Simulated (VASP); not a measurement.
The system is Be.

```xyz
2
Lattice="2.2568 0.0000 0.0000 -1.1284 1.9545 0.0000 0.0000 0.0000 3.5612" Properties=species:S:1:pos:R:3 pbc="T T T"
Be    0.0000    1.3030    0.8903
Be    1.1284    0.6515    2.6709
```

Base run:

```yaml
Program: VASP 6.6.1
Functional: PBEsol
Potentials_or_basis: VASP PAW PBE potentials, release 64 (Be)
Cutoff: 700 eV
k_mesh: 21 × 21 × 12
Occupations: gaussian, width 0.1 eV
Spin: no spin polarisation
```

Its results: band gap on the k mesh none (metal or under the smearing width); pressure 0.0 GPa.

Q: The run is repeated on the same cell with these changes: functional from PBEsol to r2SCAN; cutoff from 700 eV to 520 eV; further incar settings from ALGO = Fast; EDIFF = 1e-06 to ALGO = Normal; EDIFF = 1e-06. What comes out?

A: Band gap on the k mesh none (metal or under the smearing width); pressure 1.0 GPa.

Caveats: the PAW data sets were made with another functional, which shifts forces and pressure a little.

Not every run made on this cell is shown here.
